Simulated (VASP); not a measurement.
A convergence study with VASP on Mo (bcc): a few settings are varied, all else stays as given below, so the limit is that of these other settings. The cell's lengths are 1 % over those of the tabulated start, so it is off equilibrium.

```yaml
crystal:
  lattice:
    - [-1.59075, 1.59075, 1.59075]
    - [1.59075, -1.59075, 1.59075]
    - [1.59075, 1.59075, -1.59075]
  atoms:
    - { symbol: Mo, position: [0.00000, 0.00000, 0.00000] }
```

Calculation: PBE GGA, VASP's PBE PAW potentials (set 64) (plane waves; VASP). The last row used: 900 eV cut-off, 14×14×14 Γ-centred mesh, first-order Methfessel-Paxton smearing of 0.10 eV, potentials Mo_pv.

Energies of different potentials or hybrids have different zeros.

| setting | E (eV/atom) | pressure (GPa) | plane waves |
|---|---|---|---|
| ENCUT = 300, POTCAR Mo_sv | -10.9183 | -4.21 | 202 |
| ENCUT = 400, POTCAR Mo_sv | -10.9170 | -4.72 | 321 |
| ENCUT = 520, POTCAR Mo_sv | -10.9186 | -3.81 | 446 |
| ENCUT = 700, POTCAR Mo_sv | -10.9189 | -3.81 | 694 |
| ENCUT = 900, POTCAR Mo_sv | -10.9186 | -3.79 | 1002 |
| ENCUT = 300, POTCAR Mo | -10.9215 | -7.68 | 202 |
| ENCUT = 400, POTCAR Mo | -10.9268 | -6.92 | 321 |
| ENCUT = 520, POTCAR Mo | -10.9275 | -6.91 | 446 |
| ENCUT = 700, POTCAR Mo | -10.9282 | -6.84 | 694 |
| ENCUT = 900, POTCAR Mo | -10.9280 | -6.82 | 1002 |
| ENCUT = 300, POTCAR Mo_pv | -10.9067 | -5.15 | 202 |
| ENCUT = 400, POTCAR Mo_pv | -10.9061 | -4.66 | 321 |
| ENCUT = 520, POTCAR Mo_pv | -10.9061 | -4.61 | 446 |
| ENCUT = 700, POTCAR Mo_pv | -10.9065 | -4.56 | 694 |
| ENCUT = 900, POTCAR Mo_pv | -10.9063 | -4.56 | 1002 |

Left out are rungs that failed or repeat a setting and relaxations that didn't move; long series are thinned to 24 rows.

The compound is Mo in the bcc structure. The cell was not relaxed at this level.
